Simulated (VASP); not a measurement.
Computed with PBE GGA, VASP's PBE PAW potentials (set 64) (plane waves; VASP).

The input files of a VASP run:

**POSCAR**
```
Eu
3.9663960
 -0.5773503200   0.5773503200   0.5773503200
  0.5773503200  -0.5773503200   0.5773503200
  0.5773503200   0.5773503200  -0.5773503200
Eu
1
Direct
  0.0000000000   0.0000000000   0.0000000000
```

### INCAR
```
SYSTEM = Eu
PREC = Accurate
ENCUT = 800
EDIFF = 1E-6
NELM = 100
ALGO = Normal
LREAL = .FALSE.
LASPH = .TRUE.
ISMEAR = 1
SIGMA = 0.1
GGA = PE
LMAXMIX = 6
LWAVE = .FALSE.
LCHARG = .FALSE.
ISIF = 2
```

**KPOINTS**
```
Automatic mesh
0
Gamma
10 10 10
0 0 0
```

POTCAR, in this order: Eu_2 (PBE.64 set). Program: vasp_std.

The 4f electrons are frozen in the core of the lanthanide potential, so 4f levels, which can set the real gap, and their magnetism are missing.

### Question
Predict the energy per atom (σ→0), band gap (on the k-mesh).

### Answer

The energy per atom (σ→0) comes out as -1.848 eV/atom and the band gap (on the k-mesh) comes out as none (metal, semimetal or under 0.01 eV).

File OSZICAR:
```
...
DAV:   4    -0.183040502580E+01   -0.23563E-02   -0.23563E-02   984   0.141E+00
DAV:   5    -0.183043352662E+01   -0.28501E-04   -0.28501E-04  1256   0.166E-01    0.641E+00
DAV:   6    -0.184199135077E+01   -0.11558E-01   -0.15010E-03  1208   0.405E-01    0.382E+00
DAV:   7    -0.184847852519E+01   -0.64872E-02   -0.37175E-03  1160   0.609E-01    0.566E-02
DAV:   8    -0.184851530382E+01   -0.36779E-04   -0.11282E-04  1256   0.906E-02    0.139E-02
DAV:   9    -0.184852184122E+01   -0.65374E-05   -0.74440E-06  1192   0.224E-02    0.536E-03
DAV:  10    -0.184852163590E+01    0.20532E-06   -0.16190E-06  1016   0.102E-02
   1 F= -.18485216E+01 E0= -.18484157E+01  d E =-.317864E-03
```

The compound is Eu in the bcc structure. The cell was not relaxed at this level. The run is one of a series of settings (ENCUT = 800 against the base run), some of them coarse on purpose.
